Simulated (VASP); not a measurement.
These are PBE GGA, VASP's PBE PAW potentials (set 64) (plane waves; VASP) values and carry that method's errors.

Input for VASP

### INCAR
```
ALGO = Normal
EDIFF = 1E-8
ENCUT = 300
GGA = PE
IBRION = 8
ISIF = 2
ISMEAR = -1
LASPH = .TRUE.
LCHARG = .FALSE.
LEPSILON = .TRUE.
LMAXMIX = 4
LREAL = .FALSE.
LWAVE = .FALSE.
NELM = 100
NSW = 1
PREC = Accurate
SIGMA = 0.02
SYSTEM = SrCl2
```

### KPOINTS
```
Regular mesh
0
Gamma
 4 4 4
```

POSCAR:
```
SrCl2
3.5636390
  0.0000000000   1.0000000000   1.0000000000
  1.0000000000   0.0000000000   1.0000000000
  1.0000000000   1.0000000000   0.0000000000
Sr Cl
1 2
Direct
  0.0000000000   0.0000000000   0.0000000000
  0.2500000000   0.2500000000   0.2500000000
  0.7500000000   0.7500000000   0.7500000000
```

POTCAR, in this order: Sr_sv Cl (PBE.64 set). Program: vasp_std.

Output

File OSZICAR:
```
...
RMM:   4    -0.489668708190E+00   -0.16026E-01   -0.69038E-02   768   0.131E+00    0.369E-01
RMM:   5    -0.512204644573E+00   -0.22536E-01   -0.57274E-03   822   0.456E-01    0.592E-02
RMM:   6    -0.512247893748E+00   -0.43249E-04   -0.13599E-03   875   0.145E-01    0.383E-02
RMM:   7    -0.513858663823E+00   -0.16108E-02   -0.27449E-04   806   0.749E-02    0.149E-02
RMM:   8    -0.514125201302E+00   -0.26654E-03   -0.25955E-04   891   0.353E-02    0.585E-03
RMM:   9    -0.514224213162E+00   -0.99012E-04   -0.47472E-05   874   0.147E-02    0.239E-03
RMM:  10    -0.514228796476E+00   -0.45833E-05   -0.41969E-05   950   0.647E-03    0.221E-03
RMM:  11    -0.514222649008E+00    0.61475E-05   -0.70500E-06   826   0.362E-03    0.604E-04
RMM:  12    -0.514220930121E+00    0.17189E-05   -0.71678E-06   902   0.179E-03    0.992E-05
RMM:  13    -0.514220782585E+00    0.14754E-06   -0.86402E-07   888   0.774E-04    0.144E-04
RMM:  14    -0.514220869005E+00   -0.86420E-07   -0.14234E-06   751   0.284E-04    0.661E-05
RMM:  15    -0.514220871790E+00   -0.27850E-08   -0.49095E-07   683   0.152E-04    0.362E-05
RMM:  16    -0.514220975651E+00   -0.10386E-06   -0.29413E-07   549   0.999E-05    0.142E-05
RMM:  17    -0.514221129570E+00   -0.15392E-06   -0.65906E-08   422   0.839E-05    0.482E-06
 Linear response to external field, progress :
  Direction:   2
       N       E                     dE             d eps       ncg     rms          rms(c)
RMM:   1    -0.503253047837E+00   -0.50325E+00   -0.13916E+00   814   0.416E+00
RMM:   2    -0.526706466174E+00   -0.23453E-01   -0.60538E-02   854   0.100E+00    0.191E+00
RMM:   3    -0.473612755685E+00    0.53094E-01   -0.13124E-01   727   0.175E+00    0.988E-01
RMM:   4    -0.489737782524E+00   -0.16125E-01   -0.70630E-02   773   0.132E+00    0.369E-01
RMM:   5    -0.512359028698E+00   -0.22621E-01   -0.58284E-03   830   0.461E-01    0.603E-02
RMM:   6    -0.512271793283E+00    0.87235E-04   -0.14572E-03   888   0.153E-01    0.388E-02
RMM:   7    -0.513784058714E+00   -0.15123E-02   -0.29873E-04   816   0.760E-02    0.160E-02
RMM:   8    -0.514140561488E+00   -0.35650E-03   -0.22260E-04   902   0.375E-02    0.603E-03
RMM:   9    -0.514225403475E+00   -0.84842E-04   -0.10388E-04   887   0.165E-02    0.264E-03
RMM:  10    -0.514233535039E+00   -0.81316E-05   -0.31226E-05   965   0.719E-03    0.217E-03
RMM:  11    -0.514228927343E+00    0.46077E-05   -0.30390E-05   842   0.354E-03    0.925E-04
RMM:  12    -0.514221601962E+00    0.73254E-05   -0.64140E-06   902   0.215E-03    0.187E-04
RMM:  13    -0.514220666878E+00    0.93508E-06   -0.41981E-06   935   0.925E-04    0.200E-04
RMM:  14    -0.514220781996E+00   -0.11512E-06   -0.27575E-06   839   0.320E-04    0.105E-04
RMM:  15    -0.514220728663E+00    0.53333E-07   -0.11506E-06   713   0.179E-04    0.499E-05
RMM:  16    -0.514220957249E+00   -0.22859E-06   -0.36888E-07   560   0.108E-04    0.203E-05
RMM:  17    -0.514221097865E+00   -0.14062E-06   -0.29096E-07   460   0.871E-05    0.439E-06
 Linear response to external field, progress :
  Direction:   3
       N       E                     dE             d eps       ncg     rms          rms(c)
RMM:   1    -0.503280631012E+00   -0.50328E+00   -0.13919E+00   810   0.416E+00
RMM:   2    -0.526705204120E+00   -0.23425E-01   -0.60626E-02   854   0.100E+00    0.191E+00
RMM:   3    -0.473617805835E+00    0.53087E-01   -0.13116E-01   725   0.175E+00    0.988E-01
RMM:   4    -0.489749758919E+00   -0.16132E-01   -0.70780E-02   769   0.133E+00    0.369E-01
RMM:   5    -0.512360640242E+00   -0.22611E-01   -0.58533E-03   829   0.461E-01    0.606E-02
RMM:   6    -0.512270233801E+00    0.90406E-04   -0.14521E-03   882   0.153E-01    0.389E-02
RMM:   7    -0.513790145538E+00   -0.15199E-02   -0.28877E-04   817   0.762E-02    0.158E-02
RMM:   8    -0.514138235741E+00   -0.34809E-03   -0.16702E-04   902   0.375E-02    0.606E-03
RMM:   9    -0.514224785792E+00   -0.86550E-04   -0.72477E-05   886   0.167E-02    0.269E-03
RMM:  10    -0.514233272108E+00   -0.84863E-05   -0.14454E-05   954   0.738E-03    0.218E-03
RMM:  11    -0.514226271757E+00    0.70004E-05   -0.12204E-05   829   0.383E-03    0.932E-04
RMM:  12    -0.514220974141E+00    0.52976E-05   -0.57249E-06   902   0.226E-03    0.149E-04
RMM:  13    -0.514220306881E+00    0.66726E-06   -0.27860E-06   927   0.971E-04    0.230E-04
RMM:  14    -0.514221024499E+00   -0.71762E-06   -0.21727E-06   862   0.338E-04    0.602E-05
RMM:  15    -0.514220886090E+00    0.13841E-06   -0.56076E-07   713   0.181E-04    0.359E-05
RMM:  16    -0.514220994815E+00   -0.10872E-06   -0.33448E-07   589   0.111E-04    0.123E-05
RMM:  17    -0.514221099572E+00   -0.10476E-06   -0.15900E-07   431   0.852E-05    0.347E-06
 Linear response DOF=           2
 Linear response progress:
  Degree of freedom:   1/  2
       N       E                     dE             d eps       ncg     rms          rms(c)
RMM:   1    -0.297002454042E+00   -0.29700E+00    0.36754E-01   666   0.367E+00
RMM:   2    -0.300901913066E+00   -0.38995E-02   -0.45134E-02   735   0.829E-01    0.282E-01
RMM:   3    -0.300959992913E+00   -0.58080E-04   -0.19163E-03   802   0.249E-01    0.180E-01
RMM:   4    -0.301059754175E+00   -0.99761E-04   -0.41600E-04   779   0.131E-01    0.472E-02
RMM:   5    -0.301388693113E+00   -0.32894E-03   -0.60300E-05   807   0.409E-02    0.137E-02
RMM:   6    -0.301504574566E+00   -0.11588E-03   -0.10192E-05   846   0.170E-02    0.551E-03
RMM:   7    -0.301495175789E+00    0.93988E-05   -0.24383E-06   859   0.728E-03    0.142E-03
RMM:   8    -0.301496544713E+00   -0.13689E-05   -0.62292E-07   917   0.326E-03    0.853E-04
RMM:   9    -0.301496614409E+00   -0.69696E-07    0.10849E-06   913   0.153E-03    0.371E-04
RMM:  10    -0.301497287800E+00   -0.67339E-06   -0.70852E-07   921   0.791E-04    0.501E-05
RMM:  11    -0.301497307796E+00   -0.19997E-07   -0.14048E-07   936   0.395E-04    0.314E-05
RMM:  12    -0.301497040026E+00    0.26777E-06    0.55355E-08   957   0.231E-04    0.190E-05
RMM:  13    -0.301497058374E+00   -0.18349E-07    0.27497E-08   982   0.142E-04    0.119E-05
RMM:  14    -0.301497048921E+00    0.94539E-08    0.26280E-08   956   0.950E-05    0.518E-06
 Linear response progress:
  Degree of freedom:   2/  2
       N       E                     dE             d eps       ncg     rms          rms(c)
RMM:   1    -0.201929766593E+00   -0.20193E+00   -0.50110E-03  1220   0.265E+00
RMM:   2    -0.200074046972E+00    0.18557E-02   -0.56067E-03   964   0.389E-01    0.157E-01
RMM:   3    -0.200614157859E+00   -0.54011E-03   -0.42695E-04  1071   0.103E-01    0.951E-02
RMM:   4    -0.201350871074E+00   -0.73671E-03   -0.25159E-04  1046   0.756E-02    0.161E-02
RMM:   5    -0.201218394127E+00    0.13248E-03   -0.54352E-05  1219   0.278E-02    0.116E-02
RMM:   6    -0.201191570985E+00    0.26823E-04   -0.10046E-05  1239   0.134E-02    0.323E-03
RMM:   7    -0.201237142016E+00   -0.45571E-04   -0.12669E-06  1270   0.649E-03    0.189E-03
RMM:   8    -0.201237638181E+00   -0.49616E-06    0.20801E-05  1341   0.299E-03    0.863E-04
RMM:   9    -0.201233388058E+00    0.42501E-05   -0.99019E-06  1320   0.117E-03    0.143E-04
RMM:  10    -0.201232139006E+00    0.12491E-05   -0.83189E-06  1396   0.475E-04    0.122E-04
RMM:  11    -0.201232533192E+00   -0.39419E-06   -0.81946E-06  1382   0.217E-04    0.762E-05
RMM:  12    -0.201232565316E+00   -0.32124E-07    0.80186E-07  1461   0.917E-05    0.294E-05
RMM:  13    -0.201232588934E+00   -0.23619E-07   -0.67268E-07  1401   0.400E-05    0.672E-06
RMM:  14    -0.201232591360E+00   -0.24255E-08    0.25736E-08  1452   0.216E-05    0.575E-06
 Linear response finished
```

### OUTCAR
```
------------------------ aborting loop because EDIFF is reached ----------------------------------------

 HEAD OF MICROSCOPIC STATIC DIELECTRIC TENSOR (INDEPENDENT PARTICLE, excluding Hartree and local field effects)
 ------------------------------------------------------
           3.123592    -0.000000     0.000000
          -0.000000     3.123592    -0.000000
           0.000000    -0.000000     3.123592
 ------------------------------------------------------

 MACROSCOPIC STATIC DIELECTRIC TENSOR (including local field effects in DFT)
 ------------------------------------------------------
           2.835284     0.000000     0.000000
          -0.000000     2.835284     0.000000
           0.000000    -0.000000     2.835284
 ------------------------------------------------------

 PIEZOELECTRIC TENSOR (including local field effects)  for field in x, y, z        (e  Angst)
          XX          YY          ZZ          XY          YZ          ZX
  --------------------------------------------------------------------------------
  x     0.00000     0.00000     0.00000     0.00000     0.00000     0.00000
  y     0.00000     0.00000     0.00000     0.00000     0.00000     0.00000
  z     0.00000     0.00000     0.00000     0.00000     0.00000     0.00000

 PIEZOELECTRIC TENSOR (including local field effects)  for field in x, y, z        (C/m^2)
          XX          YY          ZZ          XY          YZ          ZX
  --------------------------------------------------------------------------------
  x     0.00000     0.00000     0.00000     0.00000     0.00000     0.00000
  y     0.00000     0.00000     0.00000     0.00000     0.00000     0.00000
  z     0.00000     0.00000     0.00000     0.00000     0.00000     0.00000

 BORN EFFECTIVE CHARGES (including local field effects) (in |e|, cummulative output)
 ---------------------------------------------------------------------------------
 ion    1
    1     2.49511     0.00000     0.00000
    2     0.00000     2.49511     0.00000
    3     0.00000     0.00000     2.49511
 ion    2
    1    -1.24756     0.00000     0.00000
    2     0.00000    -1.24756     0.00000
    3     0.00000     0.00000    -1.24756
 ion    3
    1    -1.24756     0.00000     0.00000
    2     0.00000    -1.24756     0.00000
    3     0.00000     0.00000    -1.24756

   1 f  =    4.855545 THz    30.508289 2PiTHz  161.963550 cm-1    20.080912 meV
             X         Y         Z           dx          dy          dz
      0.000000  0.000000  0.000000     0.000000   -0.000000    0.000000
      1.781819  1.781819  1.781819     0.601665    0.371483   -0.000012
      5.345458  5.345458  5.345458    -0.601665   -0.371483    0.000012

   2 f  =    4.855545 THz    30.508289 2PiTHz  161.963550 cm-1    20.080912 meV
             X         Y         Z           dx          dy          dz
      0.000000  0.000000  0.000000    -0.000000    0.000000    0.000000
      1.781819  1.781819  1.781819     0.026194   -0.042402    0.705348
      5.345458  5.345458  5.345458    -0.026194    0.042402   -0.705348

   3 f  =    4.855545 THz    30.508289 2PiTHz  161.963550 cm-1    20.080912 meV
             X         Y         Z           dx          dy          dz
      0.000000  0.000000  0.000000    -0.000000    0.000000    0.000000
      1.781819  1.781819  1.781819     0.370558   -0.600169   -0.049840
      5.345458  5.345458  5.345458    -0.370558    0.600169    0.049840

   4 f  =    3.418515 THz    21.479160 2PiTHz  114.029371 cm-1    14.137834 meV
             X         Y         Z           dx          dy          dz
      0.000000  0.000000  0.000000    -0.415763   -0.199222   -0.480490
      1.781819  1.781819  1.781819     0.329373    0.157826    0.380651
      5.345458  5.345458  5.345458     0.329373    0.157826    0.380651

   5 f  =    3.418515 THz    21.479160 2PiTHz  114.029371 cm-1    14.137834 meV
             X         Y         Z           dx          dy          dz
      0.000000  0.000000  0.000000     0.253235    0.459774   -0.409754
      1.781819  1.781819  1.781819    -0.200616   -0.364240    0.324613
      5.345458  5.345458  5.345458    -0.200616   -0.364240    0.324613

   6 f  =    3.418515 THz    21.479160 2PiTHz  114.029371 cm-1    14.137834 meV
             X         Y         Z           dx          dy          dz
      0.000000  0.000000  0.000000     0.454348   -0.438562   -0.211305
      1.781819  1.781819  1.781819    -0.359941    0.347435    0.167399
      5.345458  5.345458  5.345458    -0.359941    0.347435    0.167399

   7 f/i=    0.013292 THz     0.083515 2PiTHz    0.443366 cm-1     0.054970 meV
             X         Y         Z           dx          dy          dz
      0.000000  0.000000  0.000000     0.386856   -0.637473    0.023501
      1.781819  1.781819  1.781819     0.244161   -0.402336    0.014832
      5.345458  5.345458  5.345458     0.244161   -0.402336    0.014832

   8 f/i=    0.013292 THz     0.083515 2PiTHz    0.443366 cm-1     0.054970 meV
             X         Y         Z           dx          dy          dz
      0.000000  0.000000  0.000000     0.104697    0.036338   -0.737767
      1.781819  1.781819  1.781819     0.066079    0.022935   -0.465636
      5.345458  5.345458  5.345458     0.066079    0.022935   -0.465636

   9 f/i=    0.013292 THz     0.083515 2PiTHz    0.443366 cm-1     0.054970 meV
             X         Y         Z           dx          dy          dz
      0.000000  0.000000  0.000000    -0.629256   -0.385862   -0.108304
      1.781819  1.781819  1.781819    -0.397150   -0.243534   -0.068355
      5.345458  5.345458  5.345458    -0.397150   -0.243534   -0.068355

 MACROSCOPIC STATIC DIELECTRIC TENSOR IONIC CONTRIBUTION
 ------------------------------------------------------
           6.664445    -0.000000    -0.000000
          -0.000000     6.664445     0.000000
          -0.000000     0.000000     6.664445
 ------------------------------------------------------

 ELASTIC MODULI CONTR FROM IONIC RELAXATION (kBar)
 Direction    XX          YY          ZZ          XY          YZ          ZX
 --------------------------------------------------------------------------------
 XX          -0.0000     -0.0000     -0.0000     -0.0000     -0.0000     -0.0000
...
```
(Selected blocks of OUTCAR.)

At this cut-off the stress carries a Pulay error, which pulls relaxed volumes low.

The structure is a typed SrCl2 crystal (Fm-3m). The cell was not relaxed at this level. The run is one of a series of settings (EDIFF = 1E-8, IBRION = 8, LEPSILON = .TRUE., NSW = 1 against the base run), some of them coarse on purpose.
